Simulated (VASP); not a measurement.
An input for Ansatz (written as the equivalent of a VASP run, and not itself run):

Ansatz 0.2 input:
```yaml
crystal:
  lattice:
    - [0.0000000, 2.7978992, 2.7978992]
    - [2.7978992, 0.0000000, 2.7978992]
    - [2.7978992, 2.7978992, 0.0000000]
  atoms:
    - { symbol: Na, position: [0.0000000, 0.0000000, 0.0000000] }
    - { symbol: Cl, position: [0.5000000, 0.5000000, 0.5000000] }
kpoints:
  mp_grid: { grid: [8, 8, 8] }
hamiltonian:
  xc: r2scan
  pseudopotentials: { kind: paw }
scf:
  occupations: { method: gaussian, width: 0.05 }
  max_iter: 100
output: { forces: true, stress: true, eigenvalues: true }
```

**Question.** Translate this input to VASP (INCAR, KPOINTS, POSCAR, choice of POTCAR).

**Answer.** Several could match; the one computed here: 
### KPOINTS
```
Automatic
0
G
 8 8 8
0 0 0
```

**POSCAR**
```
NaCl
1.0
  0.0000000000   2.7978992461   2.7978992461
  2.7978992461   0.0000000000   2.7978992461
  2.7978992461   2.7978992461   0.0000000000
Na Cl
1 1
direct
  0.0000000000   0.0000000000   0.0000000000
  0.5000000000   0.5000000000   0.5000000000
```

INCAR:
```
! general
SYSTEM  = NaCl
PREC    = Accurate
ENCUT   = 520
LREAL   = F   ! projection in real space or not
LASPH   = T

! electronic loop
EDIFF   = 1E-7
NELM    = 100
ALGO    = Normal
LMIXTAU = T

! smearing
ISMEAR  = 0   ! Gaussian
SIGMA   = 0.05   ! width (eV)

! functional
METAGGA = R2SCAN

! ions
ISIF    = 2   ! forces and stress, cell fixed

! output
LWAVE   = F
LCHARG  = F
```

POTCAR, in this order: Na_pv Cl (PBE.64 set). Program: vasp_std.

What does not carry over: each code has its own PAW files, so the cut-off isn't converted (ENCUT is set for VASP's; basis.ecutwfc is left out, and Ansatz then takes the one that its files recommend); Ansatz stops its SCF on the density residual and VASP on the energy change (EDIFF).

The compound is NaCl in the rock salt structure. It was relaxed first.
